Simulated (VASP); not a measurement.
Shape and ions are relaxed at each volume.

Input:

La2O3 has the trigonal space group P-3m1 (No. 164), Pearson symbol hP5. Cell: a = b = 3.9303 Å, c = 6.0976 Å, α = β = 90.00°, γ = 120.00°. La on 2d is coordinated by 4 O at 2.363–2.444 Å and 3 O at 2.718 Å. O1 on 1a has 6 La at 2.718 Å (octahedral). O2 on 2d is surrounded by 4 La at 2.363–2.444 Å (tetrahedral). (Neighbours: up to the widest gap in distance over summed covalent radii, below 1.35, at either atom; cation-cation and far metal-metal contacts left out.)

Level of theory: rev-vdW-DF2, VASP's PBE PAW potentials (set 64) (plane waves; VASP). Numerical set-up: 520 eV cut-off, 7×7×4 Γ-centred mesh, Gaussian smearing of 0.050 eV, potentials La O.

Question: Give the energy at these volumes per atom, relative to the lowest: 15.31, 15.80, 16.28, 16.77, 17.26 Å³.

Answer: 24.2, 6.1, 0.0, 4.4, 17.8 meV/atom. A third-order Birch-Murnaghan fit gives B0 = 113 GPa and B0′ = 3.7.

Measured: bulk modulus 113 GPa at 300 K (computed value off by +0.3 %), as given by Juan A. Santana et al., The Journal of Chemical Physics (2016), arXiv:1608.06321. The calculation is for a static lattice, while the measured bulk modulus holds thermal and zero-point effects, which are part of the difference.

The compound is La2O3 in the a-type structure. It was relaxed first.
